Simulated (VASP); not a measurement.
An input for Quantum ESPRESSO's pw.x (written as the equivalent of a VASP run, and not itself run):

```
&CONTROL
  calculation = 'scf'
  pseudo_dir = './pseudo'
  outdir = './out'
  tprnfor = .true.
  tstress = .true.
/
&SYSTEM
  ibrav = 0
  nat = 5
  ntyp = 3
  ecutwfc = 94
  occupations = 'smearing'
  smearing = 'gaussian'
  degauss = 0.003675
  input_dft = 'pbe'
  nspin = 2
  starting_magnetization(3) = 0.06
/
&ELECTRONS
  conv_thr = 7.3e-08
  electron_maxstep = 100
/
ATOMIC_SPECIES
  Zn 65.380 Zn.upf
  C 12.011 C.upf
  Cr 51.996 Cr.upf
CELL_PARAMETERS angstrom
     3.9941610    0.0000000    0.0000000
     0.0000000    3.9941610    0.0000000
     0.0000000    0.0000000    3.9941610
ATOMIC_POSITIONS crystal
  Zn   0.0000000  0.0000000  0.0000000
  C    0.5000000  0.5000000  0.5000000
  Cr   0.0000000  0.5000000  0.5000000
  Cr   0.5000000  0.5000000  0.0000000
  Cr   0.5000000  0.0000000  0.5000000
K_POINTS automatic
  5 5 5 0 0 0
```

Task: Translate this input to VASP (INCAR, KPOINTS, POSCAR, choice of POTCAR).

Result: This is not unique; one that fits is 
INCAR:
```
# general
SYSTEM   =  ZnCr3C
PREC     =  Accurate
ENCUT    =  520   # plane-wave cut-off (eV)
LREAL    =  F   # projection in real space or not
LASPH    =  T   # aspherical one-centre terms

# electronic loop
EDIFF    =  1E-6
NELM     =  100   # most electronic steps
ALGO     =  Normal
LMAXMIX  =  4   # l cut-off of mixed one-centre charges

# smearing
ISMEAR   =  0   # Gaussian
SIGMA    =  0.05   # width (eV)

# functional
GGA      =  PE   # PBE

# spin
ISPIN    =  2   # spin-polarised
MAGMOM   =  2*0.0 3*0.6

# ions
ISIF     =  2

# output
LWAVE    =  F
LCHARG   =  F
LORBIT   =  10
```

File POSCAR:
```
ZnCr3C
7.9883220
  0.5000000000   0.0000000000   0.0000000000
  0.0000000000   0.5000000000   0.0000000000
  0.0000000000   0.0000000000   0.5000000000
Zn C Cr
1 1 3
Cart
  0.0000000000   0.0000000000   0.0000000000
  0.2500000000   0.2500000000   0.2500000000
  0.0000000000   0.2500000000   0.2500000000
  0.2500000000   0.2500000000   0.0000000000
  0.2500000000   0.0000000000   0.2500000000
```

**KPOINTS**
```
Automatic mesh
0
Gamma
5 5 5
0 0 0
```

POTCAR, in this order: Zn C Cr_pv (PBE.64 set). Program: vasp_std.

Limits of the translation: the potentials are each code's own (VASP's PAW set, PseudoDojo norm-conserving files in pw.x), so ENCUT and ecutwfc are chosen apart and not converted; conv_thr bounds pw.x's estimated SCF error, while EDIFF bounds the energy change between steps; starting_magnetization is a fraction of the valence charge and MAGMOM a moment in μB, so they match only roughly.

The structure was generated: ZnCr3C was put into the cubic-perovskite type (Pm-3m), which need not be its known phase. The cell was not relaxed at this level. The k-mesh is coarse (spacing up to 0.31 per Å, 2π included), so the numbers may not be converged in it. The run is one of a series of settings (MAGMOM = 0.0 0.0 0.6 0.6 0.6 against the base run), some of them coarse on purpose.
